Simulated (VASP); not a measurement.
# CsSi3 (P-3m1) in VASP: settings compared

The runs below take CsSi3 through single point, relaxation of cell and atoms, with HSE(alpha, omega), PBEsol.

Everything below comes from runs of VASP 6.6.1. Logs are shortened: lines on timing, memory, paths and dates and some standing lists are left out, and cuts for length are marked.

## (1) The structure

The structure is trigonal, space group P-3m1 (No. 164). The conventional cell has a = 4.079 Å, b = 4.079 Å, c = 7.552 Å, α = 90.00°, β = 90.00°, γ = 120.00°. Cs (site symmetry -3m) is surrounded by 8 Si at 3.78 Å and 6 Cs at 4.08 Å. Si (site symmetry -3m) is surrounded by 6 Si at 2.49 Å. Si (site symmetry 3m) is surrounded by 3 Si at 2.49 Å.

The cell was built by a generator and needn't be a form met in nature.

## (2) Single point, HSE(alpha, omega)

POSCAR

```
CsSi3
1.0
    4.0788500000      0.0000000000      0.0000000000
   -2.0394200000      3.5323900000      0.0000000000
    0.0000000000      0.0000000000      7.5518000000
Cs Si
1 3
Direct
    0.0000000000      0.0000000000      0.5000000000
    0.0000000000      0.0000000000      0.0000000000
    0.3333300000      0.6666700000      0.1090400000
    0.6666700000      0.3333300000      0.8909600000
```

INCAR.step1

```
SYSTEM = CsSi3
ALGO = Normal ; EDIFF = 1E-5
ENCUT = 520 ; GGA = PE
ISIF = 2 ; ISMEAR = -1
LASPH = .True. ; LREAL = .False.
LWAVE = .True. ; NELM = 100
PREC = Accurate ; SIGMA = 0.05
```

INCAR.step2

```
SYSTEM = CsSi3
AEXX = 0.5 ; ALGO = Normal
EDIFF = 1E-6 ; ENCUT = 520
GGA = PE ; HFSCREEN = 0.2
ISIF = 2 ; ISMEAR = -1
ISTART = 1 ; LASPH = .True.
LCHARG = .False. ; LHFCALC = .True.
LREAL = .False. ; LWAVE = .False.
NELM = 100 ; PREC = Accurate
PRECFOCK = Fast ; SIGMA = 0.05
```

KPOINTS

```
k-points
0
Gamma
  4 4 2
  0 0 0
```

Potentials or basis: VASP PAW PBE potentials, release 64 (Cs_sv, Si).

Run with:

```
cat potpaw_PBE.64/Cs_sv/POTCAR potpaw_PBE.64/Si/POTCAR > POTCAR
cp INCAR.step1 INCAR
mpirun -np 1 vasp_std > vasp.out
cp INCAR.step2 INCAR
mpirun -np 1 vasp_std > vasp.out
```

OUTCAR:

```text
SYSTEM = CsSi3
   AEXX = 0.5
   EDIFF = 1E-6
   ENCUT = 520
   GGA = PE
   HFSCREEN = 0.2
   ISIF = 2
   ISMEAR = -1
   ISTART = 1
   LASPH = .True.
   LHFCALC = .True.
   LREAL = .False.
   NELM = 100
   PREC = Accurate
   PRECFOCK = Fast

 ion  position               nearest neighbor table
   1  0.000  0.000  0.500-
   2  0.000  0.000  0.000-   3 2.49   4 2.49   3 2.49   4 2.49   4 2.49   3 2.49
   3  0.333  0.667  0.109-   2 2.49   2 2.49   2 2.49   4 2.87   4 2.87   4 2.87
   4  0.667  0.333  0.891-   2 2.49   2 2.49   2 2.49   3 2.87   3 2.87   3 2.87

  LATTYP: Found a hexagonal cell.
 ALAT       =     4.0788500000
 C/A-ratio  =     1.8514532282

  Lattice vectors:

 A1 = (   4.0788500000,   0.0000000000,   0.0000000000)
 A2 = (  -2.0394200000,   3.5323900000,   0.0000000000)
 A3 = (   0.0000000000,   0.0000000000,   7.5518000000)

Analysis of symmetry for initial positions (statically):
=====================================================================
 Subroutine PRICEL returns:
 Original cell was already a primitive cell.

 Routine SETGRP: Setting up the symmetry group for a
 hexagonal supercell.

 Subroutine GETGRP returns: Found  4 space group operations
 (whereof  4 operations were pure point group operations)
 out of a pool of 24 trial point group operations.

The static configuration has the point symmetry C_2h.

Analysis of symmetry for dynamics (positions and initial velocities):
=====================================================================
 Subroutine PRICEL returns:
 Original cell was already a primitive cell.

 Routine SETGRP: Setting up the symmetry group for a
 hexagonal supercell.

 Subroutine GETGRP returns: Found  4 space group operations
 (whereof  4 operations were pure point group operations)
 out of a pool of 24 trial point group operations.

The dynamic configuration has the point symmetry C_2h.

 Subroutine INISYM returns: Found  4 space group operations
 (whereof  4 operations are pure point group operations),
 and found     1 'primitive' translations

----------------------------------------------------------------------------------------

                                     Primitive cell

  volume of cell :     108.8070

  direct lattice vectors                    reciprocal lattice vectors
     4.078850000  0.000000000  0.000000000     0.245167143  0.141546877  0.000000000
    -2.039420000  3.532390000  0.000000000     0.000000000  0.283094449  0.000000000
     0.000000000  0.000000000  7.551800000     0.000000000  0.000000000  0.132418761

  length of vectors
     4.078850000  4.078849476  7.551800000     0.283094412  0.283094449  0.132418761

  position of ions in fractional coordinates (direct lattice)
     0.000000000  0.000000000  0.500000000
     0.000000000  0.000000000  0.000000000
     0.333330000  0.666670000  0.109040000
     0.666670000  0.333330000  0.890960000

  ion indices of the primitive-cell ions
   primitive index   ion index
                 1           1
                 2           2
                 3           3
                 4           4

----------------------------------------------------------------------------------------

 KPOINTS: k-points

Automatic generation of k-mesh.
 Grid dimensions read from file:
 generate k-points for:    4    4    2

 Generating k-lattice:

  Cartesian coordinates                     Fractional coordinates (reciprocal lattice)
     0.061291786  0.035386719  0.000000000     0.250000000 -0.000000000  0.000000000
     0.000000000  0.070773612  0.000000000     0.000000000  0.250000000  0.000000000
     0.000000000  0.000000000  0.066209381     0.000000000  0.000000000  0.500000000

  Length of vectors
     0.070773603  0.070773612  0.066209381

  Shift w.r.t. Gamma in fractional coordinates (k-lattice)
     0.000000000  0.000000000  0.000000000

 Subroutine IBZKPT returns following result:
 ===========================================

 Found     14 irreducible k-points:

 Following reciprocal coordinates:
            Coordinates               Weight
  0.000000  0.000000  0.000000      1.000000
  0.250000  0.000000  0.000000      4.000000
 -0.250000  0.250000  0.000000      2.000000
  0.500000  0.000000  0.000000      2.000000
  0.500000  0.500000  0.000000      1.000000
  0.250000  0.250000  0.000000      2.000000
 -0.250000  0.500000  0.000000      4.000000
  0.000000  0.000000  0.500000      1.000000
  0.250000  0.000000  0.500000      4.000000
 -0.250000  0.250000  0.500000      2.000000
  0.500000  0.000000  0.500000      2.000000
  0.500000  0.500000  0.500000      1.000000
  0.250000  0.250000  0.500000      2.000000
 -0.250000  0.500000  0.500000      4.000000
   k-points           NKPTS =     14   k-points in BZ     NKDIM =     32   number of bands    NBANDS=     14
   number of dos      NEDOS =    301   number of ions     NIONS =      4
   total plane-waves  NPLWV =  50400
   dimension x,y,z NGX =    30 NGY =   30 NGZ =   56
   dimension x,y,z NGXF=    60 NGYF=   60 NGZF=  112
   ions per type =               1   3
   NGX,Y,Z   is equivalent  to a cutoff of  12.23, 12.23, 12.33 a.u.
   NGXF,Y,Z  is equivalent  to a cutoff of  24.45, 24.45, 24.66 a.u.
 SYSTEM =  CsSi3
   PREC   = accura    normal or accurate (medium, high low for compatibility)
   ISTART =      1    job   : 0-new  1-cont  2-samecut
   ICHARG =      0    charge: 1-file 2-atom 10-const
   ISPIN  =      1    spin polarized calculation?
   LNONCOLLINEAR =      F non collinear calculations
   LSORBIT =      F    spin-orbit coupling
   LASPH  =      T    aspherical Exc in radial PAW
   ENCUT  =  520.0 eV  38.22 Ry    6.18 a.u.   7.58  7.58 14.04*2*pi/ulx,y,z
   NELM   =    100;   NELMIN=  2; NELMDL=  0     # of ELM steps
   EDIFF  = 0.1E-05   stopping-criterion for ELM
   LREAL  =      F    real-space projection
   EDIFFG = 0.1E-04   stopping-criterion for IOM
   NSW    =      0    number of steps for IOM
   IBRION =     -1    ionic relax: 0-MD 1-quasi-New 2-CG
   NFREE  =      0    steps in history (QN), initial steepest desc. (CG)
   ISIF   =      2    stress and relaxation
   ISYM   =      3    0-nonsym 1-usesym 2-fastsym
   POTIM  = 0.5000    time-step for ionic-motion
   TEBEG  =    0.0;   TEEND  =   0.0 temperature during run
   PSTRESS=    0.0 pullay stress
   NELECT =      21.0000    total number of electrons
   NUPDOWN=      -1.0000    fix difference up-down
   EMIN   =  10.00;   EMAX   =-10.00  energy-range for DOS
   EFERMI =   0.00;   METHOD = LEGACY
   ISMEAR =    -1;   SIGMA  =   0.05  broadening in eV -4-tet -1-fermi 0-gaus
   EFERMI_NEDOS =   21; number of points for ismear=-14 and -15
   IALGO  =     38    algorithm
   IMIX   =      1    mixing-type and parameters
     AMIX     =   0.40;   BMIX     =  1.00
     AMIX_MAG =   1.60;   BMIX_MAG =  1.00
  volume/ion in A,a.u.               =      27.20       183.57
  Fermi-wavevector in a.u.,A,eV,Ry     =   0.946082  1.787837 12.178193  0.895072
  Thomas-Fermi vector in A             =   2.074046
   LORBIT       =      0    0 simple, 1 ext, 2 COOP (PROOUT), +10 PAW based schemes
   GGA     = PE    functional components
   LHFCALC =     T    Hartree Fock is set to
   PRECFOCK=fast      Normal, Fast or Accurate (Low or Medium for compatibility)
   ENCUT4O =  -1.0   cutoff for four orbital integrals eV
   NKREDX  =     1    reduce k-point grid by
   NKREDY  =     1    reduce k-point grid by
   NKREDZ  =     1    reduce k-point grid by
   AEXX    =    0.5000 exact exchange contribution
   HFSCREEN=    0.2000 screening length (either q_TF or 0.3 A-1)
   HFSCREENC=   0.2000 screening length for correlation (either q_TF or 0.3 A-1)
   ENCUTFOCK=  -1.0 apply spherical cutoff to Coloumb kernel
   IVDW    =     0    specifies the selected vdW correction
   LEPSILON=     F    determine dielectric tensor
   LRPA    =     F    only Hartree local field effects (RPA)
 non-spin polarized calculation
  energy-cutoff  :      520.00
  volume of cell :      108.81
 maximum number of plane-waves:      2948
  NGX = 18; NGY = 18; NGZ = 36

 number of electron      21.0000000 magnetization

 Free energy of the ion-electron system (eV)
  ---------------------------------------------------
  ext. energy  EPLUGINS =         0.00000000
  ---------------------------------------------------
  free energy    TOTEN  =       -20.61558514 eV

  energy without entropy =      -20.60229785  energy(sigma->0) =      -20.60894149

 E-fermi :   5.2677     XC(G=0):  -5.9094

 val. band max:        5.1667094988   @ k =   0.2500   0.0000   0.0000
 cond. band min:       5.3009894555   @ k =   0.0000   0.0000   0.5000
 fundamental gap:      0.1342799567
 Fermi energy:         5.2676764082

 k-point     1 :       0.0000    0.0000    0.0000
  band No.  band energies     occupation
      1     -22.5969      2.00000
      2     -10.9904      2.00000
      3      -7.7252      2.00000
      4      -6.7520      2.00000
      5      -6.7520      2.00000
      6      -3.2185      2.00000
      7       1.6538      2.00000
      8       1.9450      2.00000
      9       1.9453      2.00000
     10       3.0718      2.00000
     11       3.0720      2.00000
     12       4.6655      1.99999
     13       6.2516      0.00000
     14       7.0027      0.00000

 k-point     2 :       0.2500    0.0000    0.0000
  band No.  band energies     occupation
      1     -22.5011      2.00000
      2     -10.1334      2.00000
      3      -7.5349      2.00000
      4      -7.4570      2.00000
      5      -6.9221      2.00000
      6      -3.6339      2.00000
      7      -2.0923      2.00000
      8       0.0064      2.00000
      9       1.4253      2.00000
     10       2.8573      2.00000
     11       5.1667      1.76563
     12       5.9064      0.00001
     13       7.1079      0.00000
     14       8.3713      0.00000

 k-point     3 :      -0.2500    0.2500    0.0000
  band No.  band energies     occupation
      1     -22.5011      2.00000
      2     -10.1334      2.00000
      3      -7.5349      2.00000
      4      -7.4570      2.00000
      5      -6.9221      2.00000
      6      -3.6338      2.00000
      7      -2.0924      2.00000
      8       0.0064      2.00000
      9       1.4253      2.00000
     10       2.8573      2.00000
     11       5.1667      1.76584
     12       5.9065      0.00001
     13       7.1079      0.00000
     14       8.3712      0.00000
[... 154 lines left out ...]
 k-point    13 :       0.2500    0.2500    0.5000
  band No.  band energies     occupation
      1     -22.4020      2.00000
      2      -8.5676      2.00000
      3      -7.9819      2.00000
      4      -7.4035      2.00000
      5      -6.9343      2.00000
      6      -4.9685      2.00000
      7      -4.9534      2.00000
      8      -0.5567      2.00000
      9       1.8999      2.00000
     10       2.4923      2.00000
     11       5.6433      0.00109
     12       6.2702      0.00000
     13       7.1199      0.00000
     14       7.9088      0.00000

 k-point    14 :      -0.2500    0.5000    0.5000
  band No.  band energies     occupation
      1     -22.4020      2.00000
      2      -8.5675      2.00000
      3      -7.9819      2.00000
      4      -7.4035      2.00000
      5      -6.9344      2.00000
      6      -4.9687      2.00000
      7      -4.9533      2.00000
      8      -0.5567      2.00000
      9       1.8999      2.00000
     10       2.4923      2.00000
     11       5.6433      0.00109
     12       6.2702      0.00000
     13       7.1199      0.00000
     14       7.9088      0.00000

------------------------ aborting loop because EDIFF is reached ----------------------------------------

  FORCE on cell =-STRESS in cart. coord.  units (eV):
  Direction    XX          YY          ZZ          XY          YZ          ZX
  --------------------------------------------------------------------------------------
  -------------------------------------------------------------------------------------
  Total       -1.8943126     -1.8958419      0.8889023     -0.0013250      0.0000228     -0.0000396
  in kB      -27.8936509    -27.9161699     13.0890388     -0.0195104      0.0003361     -0.0005827
  external PRESSURE =     -14.2402607 kB  Pullay stress =       0.0000000 kB

 VOLUME and BASIS-vectors are now :
 -----------------------------------------------------------------------------
  energy-cutoff  :      520.00
  volume of cell :      108.81
      direct lattice vectors                 reciprocal lattice vectors
     4.078850000  0.000000000  0.000000000     0.245167143  0.141546877  0.000000000
    -2.039420000  3.532390000  0.000000000     0.000000000  0.283094449  0.000000000
     0.000000000  0.000000000  7.551800000     0.000000000  0.000000000  0.132418761

 POSITION                                       TOTAL-FORCE (eV/Angst)
 -----------------------------------------------------------------------------------
      0.00000      0.00000      3.77590         0.000000      0.000000      0.000000
      0.00000      0.00000      0.00000         0.000000      0.000000      0.000000
     -0.00002      2.35494      0.82345         0.000014     -0.000008      0.436496
      2.03945      1.17745      6.72835        -0.000014      0.000008     -0.436496
 -----------------------------------------------------------------------------------
    total drift:                                0.000000      0.000001     -0.000000

  FREE ENERGIE OF THE ION-ELECTRON SYSTEM (eV)
  ---------------------------------------------------
  free  energy   TOTEN  =       -20.6155851368 eV

  energy  without entropy=      -20.6022978472  energy(sigma->0) =      -20.60894149
```

It took 9.3 min on 1 thread of AMD EPYC 7R13 (Zen 3), shared host; peak memory 0.29 GiB.

What came out:

```yaml
Free_energy: -20.6156 eV
Pressure: -1.4 GPa
Largest_force: 0.436 eV/Å
Band_gap_on_the_k_mesh: none (metal or under the smearing width)
```

Forces in eV/Å, atoms in the order of the input:
```
Cs   0.000  0.000  0.000
Si   0.000  0.000  0.000
Si   0.000  0.000  0.436
Si   0.000  0.000 -0.436
```

Stress tensor (GPa, compression positive):
```
-2.79  0.00  0.00
 0.00 -2.79  0.00
 0.00  0.00  1.31
```

Levels at points of the mesh, in eV from the Fermi level:
```csv
k point,band 8,band 9,band 10,band 11,band 12,band 13,band 14
"(0.00, 0.00, 0.00)",-3.32,-3.32,-2.20,-2.20,-0.60,0.98,1.74
"(0.50, 0.00, 0.00)",-6.06,-4.70,-2.70,-0.73,0.68,1.26,3.31
"(0.50, 0.50, 0.00)",-6.06,-4.70,-2.70,-0.73,0.68,1.26,3.31
"(0.00, 0.00, 0.50)",-3.35,-2.57,-2.18,-2.18,-0.26,0.03,0.83
"(0.50, 0.00, 0.50)",-6.09,-5.27,-2.32,-1.69,1.40,1.64,3.14
"(0.50, 0.50, 0.50)",-6.09,-5.27,-2.32,-1.69,1.40,1.64,3.14
```

Caveat: the k mesh is coarse (spacing up to 0.44 Å⁻¹), so the values aren't converged, least of all with exact exchange; the PAW data sets were made with another functional, which shifts forces and pressure a little.

## (3) Relaxation of cell and atoms, PBEsol, target pressure 20 GPa, at which the enthalpy is minimised

INCAR

```
PREC     = Accurate       # precision mode
ENCUT    = 600            # plane-wave cutoff, eV
EDIFF    = 1E-6           # SCF threshold, eV
ISMEAR   = -1             # smearing method
SIGMA    = 0.05           # smearing width, eV
LREAL    = False          # projectors in reciprocal space
LASPH    = True           # aspherical terms in the spheres
NELM     = 80             # most SCF steps
ALGO     = Fast           # electronic algorithm
ISIF     = 3              # what is computed and relaxed
LWAVE    = False          # write WAVECAR
LCHARG   = False          # write CHGCAR
GGA      = PS             # functional
IBRION   = 2              # ionic algorithm
NSW      = 40             # ionic steps
EDIFFG   = -0.01          # ionic threshold
PSTRESS  = 200
```

KPOINTS

```
regular mesh
0
Gamma
  6 6 3
```

POSCAR is that of step 2.

Potentials or basis: VASP PAW PBE potentials, release 64 (Cs_sv, Si).

Run with:

```
cat potpaw_PBE.64/Cs_sv/POTCAR potpaw_PBE.64/Si/POTCAR > POTCAR
mpirun -np 1 vasp_std > vasp.out
```

Wall time 15 min (1 thread of Intel Xeon Platinum 8488C (Sapphire Rapids), shared host); peak memory 0.32 GiB.

It converged, with:

| Item | Value |
| --- | --- |
| Free energy | -15.4283 eV |
| Relaxed volume | 18.52 Å³/atom |
| Relaxed cell | a = 3.360 Å, b = 3.360 Å, c = 7.582 Å, α = 89.98°, β = 90.02°, γ = 120.07° |
| Space group after relaxing (to 0.05 Å) | P-3m1 (No. 164) |
| Energy change on relaxing (the enthalpy is what falls) | +388.4 meV/atom |
| Ionic steps | 30 |
| Pressure after relaxing | 20.0 GPa |
| Largest force after relaxing | 0.006 eV/Å |
| Band gap on the k mesh | none (metal or under the smearing width) |

Forces on the atoms (eV/Å):
```
Cs   0.000  0.000  0.000
Si   0.000  0.000  0.000
Si  -0.001  0.001 -0.006
Si   0.001 -0.001  0.006
```

The path:
```
step  energy change (eV)  largest force (eV/Å)  pressure (GPa)  volume (Å³)
   1              0.0000                0.0014           -1.25       108.81
   2              6.6348                4.4344           77.32        61.31
   3              0.9994                1.2885           18.10        83.01
   4              1.1213                1.3754           19.59        81.97
   5              1.1817                1.4174           20.30        81.49
   6              1.2153                0.5725           20.54        79.57
   7              1.2844                0.2838           20.82        78.92
   8              1.2777                0.3078           20.79        78.97
   9              1.1324                0.2673           19.03        80.03
  10              1.0384                0.2355           17.86        80.76
  11              1.0280                0.2500           17.75        80.80
  12              0.9952                0.3061           17.37        80.92
  13              0.9219                0.4317           16.65        81.16
  14              0.7832                0.1091           15.02        81.56
  15              0.7563                0.3237           12.12        82.11
  16              0.7595                0.3473           13.68        81.83
  17              0.7633                0.1495           14.41        81.68
  18              0.7941                0.2094           14.67        81.34
  19              0.8966                0.1820           15.50        80.35
  20              1.0977                0.0297           17.39        78.34
  21              1.5484                0.2615           20.58        74.18
  22              2.8939                0.5752           32.49        65.35
  23              1.7920                0.2044           22.35        72.32
  24              1.6142                0.0548           20.87        73.59
  25              1.6358                0.0261           21.04        73.42
  26              1.5911                0.0096           20.44        73.77
  27              1.5565                0.0360           19.98        74.04
  28              1.5583                0.0344           20.00        74.03
  29              1.5571                0.0274           20.00        74.04
  30              1.5536                0.0061           20.00        74.07
```

Final structure:
```
Cs Si
1.0
     3.35975   -0.00204   -0.00060
    -1.68164    2.90861    0.00060
    -0.00098    0.00057    7.58190
Cs Si
1 3
Direct
  0.00000 0.00000 0.50000
  0.00000 0.00000 0.00000
  0.33314 0.66686 0.17242
  0.66686 0.33314 0.82758
```

Levels at points of the mesh, in eV from the Fermi level:
```tsv
k point	band 7	band 8	band 9	band 10	band 11	band 12	band 13	band 14
(0.00, 0.00, 0.00)	-4.54	0.65	0.68	1.51	1.54	1.63	1.64	4.56
(0.50, 0.00, 0.00)	-6.02	-4.42	-2.30	-1.09	-0.84	-0.25	1.15	1.35
(0.50, 0.50, 0.00)	-6.03	-4.43	-2.28	-1.08	-0.85	-0.23	1.18	1.35
```

Caveat: the cell is relaxed towards a set pressure, so the enthalpy falls and the energy may rise; the volume moved by over 15 % at a fixed basis, so the end points are rough; the PAW data sets were made with another functional, which shifts forces and pressure a little. The run has no spin-orbit coupling, so splittings on Cs are missing.

(Continued in part 2 of 2.)
